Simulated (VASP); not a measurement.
Method: PW91 GGA, VASP's PBE PAW potentials (set 64) (plane waves; VASP).

A VASP calculation is set up with these files.

**INCAR**
```
! general
SYSTEM  = RuAl
PREC    = Accurate
ENCUT   = 520   ! plane-wave cut-off (eV)
LREAL   = .FALSE.   ! projection in real space or not
LASPH   = .TRUE.
ICHARG  = 11   ! fixed density

! electronic loop
EDIFF   = 1E-7   ! SCF stop (eV)
NELM    = 100   ! most electronic steps
ALGO    = Normal   ! blocked Davidson
LMAXMIX = 4   ! l cut-off of mixed one-centre charges

! smearing
ISMEAR  = 0   ! Gaussian
SIGMA   = 0.05   ! width (eV)

! functional
GGA     = 91

! output
LWAVE   = .FALSE.
LCHARG  = .FALSE.
LORBIT  = 11   ! lm-projected
```

**POSCAR**
```
RuAl
1
    3.0063195587     0.0000000000    -0.0000000000
    0.0000000000     3.0063195587    -0.0000000000
    0.0000000000     0.0000000000     3.0063195587
Al Ru
1 1
Direct
  0.5000000000   0.5000000000   0.5000000000
  0.0000000000   0.0000000000   0.0000000000
```

KPOINTS:
```
k-points along high-symmetry lines
15
Line-mode
Reciprocal
  0.000000   0.000000   0.000000 ! GAMMA
  0.000000   0.500000   0.000000 ! X

  0.000000   0.500000   0.000000 ! X
  0.500000   0.500000   0.000000 ! M

  0.500000   0.500000   0.000000 ! M
  0.000000   0.000000   0.000000 ! GAMMA

  0.000000   0.000000   0.000000 ! GAMMA
  0.500000   0.500000   0.500000 ! R

  0.500000   0.500000   0.500000 ! R
  0.000000   0.500000   0.000000 ! X

  0.500000   0.500000   0.500000 ! R
  0.500000   0.500000   0.000000 ! M
```

POTCAR, in this order: Al Ru_pv (PBE.64 set). Program: vasp_std. Read from the step before: CHGCAR.

What VASP printed:

**OSZICAR**
```
       N       E                     dE             d eps       ncg     rms          rms(c)
DAV:   1     0.116145054101E+03    0.11615E+03   -0.94778E+03  2192   0.132E+03
DAV:   2    -0.111578283365E+02   -0.12730E+03   -0.12137E+03  2348   0.345E+02
DAV:   3    -0.134703140995E+02   -0.23125E+01   -0.22963E+01  2628   0.477E+01
DAV:   4    -0.134948801506E+02   -0.24566E-01   -0.24519E-01  2560   0.473E+00
DAV:   5    -0.134955911775E+02   -0.71103E-03   -0.71099E-03  2904   0.615E-01
DAV:   6    -0.134956058391E+02   -0.14662E-04   -0.14662E-04  2740   0.668E-02
DAV:   7    -0.134956060578E+02   -0.21869E-06   -0.21862E-06  2780   0.661E-03
DAV:   8    -0.134956060601E+02   -0.23335E-08   -0.25840E-08  1680   0.698E-04
   1 F= -.13495606E+02 E0= -.13495088E+02  d E =-.103675E-02
```

### OUTCAR
```
 val. band max:       11.3268088801   @ k =   0.3929   0.5000   0.3929

 cond. band min:      11.4454187872   @ k =   0.4286   0.4286   0.4286



 k-point     1 :       0.0000    0.0000    0.0000
  band No.  band energies     occupation
      1     -31.1580      2.00000
      2     -31.1580      2.00000
      3     -31.1580      2.00000
      4       0.9361      2.00000
      5       7.0123      2.00000
      6       7.0123      2.00000
      7      10.6580      2.00000
      8      10.6580      2.00000
      9      10.6580      2.00000
     10      16.5032      0.00000
     11      16.5032      0.00000
     12      16.5032      0.00000

 k-point     2 :       0.0000    0.0357    0.0000
  band No.  band energies     occupation
      1     -31.1606      2.00000
      2     -31.1578      2.00000
      3     -31.1578      2.00000
      4       0.9604      2.00000
      5       7.0208      2.00000
      6       7.0211      2.00000
      7      10.6269      2.00000
      8      10.6269      2.00000
      9      10.6610      2.00000
     10      16.3726      0.00000
     11      16.5530      0.00000
     12      16.5530      0.00000

 k-point     3 :       0.0000    0.0714    0.0000
  band No.  band energies     occupation
      1     -31.1680      2.00000
      2     -31.1572      2.00000
      3     -31.1572      2.00000
      4       1.0330      2.00000
      5       7.0457      2.00000
      6       7.0460      2.00000
      7      10.5374      2.00000
      8      10.5374      2.00000
      9      10.6698      2.00000
     10      16.0233      0.00000
     11      16.6983      0.00000
     12      16.6983      0.00000

 k-point     4 :       0.0000    0.1071    0.0000
  band No.  band energies     occupation
      1     -31.1801      2.00000
      2     -31.1562      2.00000
      3     -31.1562      2.00000
      4       1.1531      2.00000
      5       7.0809      2.00000
      6       7.0871      2.00000
      7      10.4003      2.00000
...
```

The density is held fixed in this step, so its total energy and stress have no physical meaning.

The compound is RuAl in the CsCl type structure. It was relaxed first. The electron count is odd and the run is not spin-polarised, which forces a metal.
